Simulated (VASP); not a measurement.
These are LDA (Ceperley-Alder, Perdew-Zunger), VASP's LDA PAW potentials (set 64) (plane waves; VASP) values and carry that method's errors.

A VASP calculation is set up with these files.

**KPOINTS**
```
K-points
0
Gamma
 14 14 14
```

File POSCAR:
```
Al
1.0
  0.0000000000   1.9902394283   1.9902394283
  1.9902394283   0.0000000000   1.9902394283
  1.9902394283   1.9902394283   0.0000000000
Al
1
Cartesian
  0.0000000000   0.0000000000   0.0000000000
```

**INCAR**
```
! general
SYSTEM = Al
PREC   = Accurate
ENCUT  = 520
LREAL  = .False.
LASPH  = .True.

! electronic loop
EDIFF  = 1E-6
NELM   = 100
ALGO   = Normal

! smearing
ISMEAR = 1
SIGMA  = 0.1

! ions
IBRION = 2
NSW    = 60
ISIF   = 3
EDIFFG = -0.01

! output
LWAVE  = .False.
LCHARG = .False.
```

POTCAR, in this order: Al (LDA.64 set). Program: vasp_std.

Task: Predict the energy per atom (σ→0), band gap (on the k-mesh).

Result: 
* **energy per atom (σ→0)**: -4.184 eV/atom
* **band gap (on the k-mesh)**: none (metal, semimetal or under 0.01 eV)

### OSZICAR
```
...
DAV:   3    -0.421461147215E+01   -0.17010E-01   -0.16881E-01  1350   0.323E+00
DAV:   4    -0.421465064677E+01   -0.39175E-04   -0.39175E-04  1425   0.160E-01
DAV:   5    -0.421465071991E+01   -0.73142E-07   -0.72648E-07  1395   0.567E-03    0.145E+00
DAV:   6    -0.419624194089E+01    0.18409E-01   -0.24248E-03  1205   0.313E-01    0.814E-01
DAV:   7    -0.418432381147E+01    0.11918E-01   -0.60857E-03  1260   0.487E-01    0.170E-01
DAV:   8    -0.418430012903E+01    0.23682E-04   -0.30837E-05  1345   0.560E-02    0.117E-02
DAV:   9    -0.418429993581E+01    0.19322E-06   -0.20949E-07  1160   0.333E-03
   1 F= -.41842999E+01 E0= -.41843890E+01  d E =-.418430E+01
```

The compound is Al in the fcc structure. It was relaxed first, which changed the volume by -5 %. The start is the result of an earlier pass.
